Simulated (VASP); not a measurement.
```
CELL_PARAMETERS angstrom
     -1.48909     1.48909     1.48909
      1.48909    -1.48909     1.48909
      1.48909     1.48909    -1.48909
ATOMIC_POSITIONS crystal
  V  0.00000 0.00000 0.00000
```

Calculation: r2SCAN meta-GGA, VASP's PBE PAW potentials (set 64) (plane waves; VASP). Settings: 400 eV cut-off, 19×19×19 Γ-centred mesh, tetrahedra with Blöchl corrections, potentials V_sv.

### Question
What does the run give for the energy per atom (σ→0), band gap (over mesh and band path) with the smallest direct gap where there is one?

### Answer

band gap (over mesh and band path): none (metal, semimetal or under 0.01 eV)
energy per atom (σ→0): -14135 meV/atom

Only differences to runs with the same potentials and settings are physical.

The compound is V in the bcc structure. It was relaxed first, which changed the volume by -5 %. The run is not spin-polarised, so no magnetic state was tried.
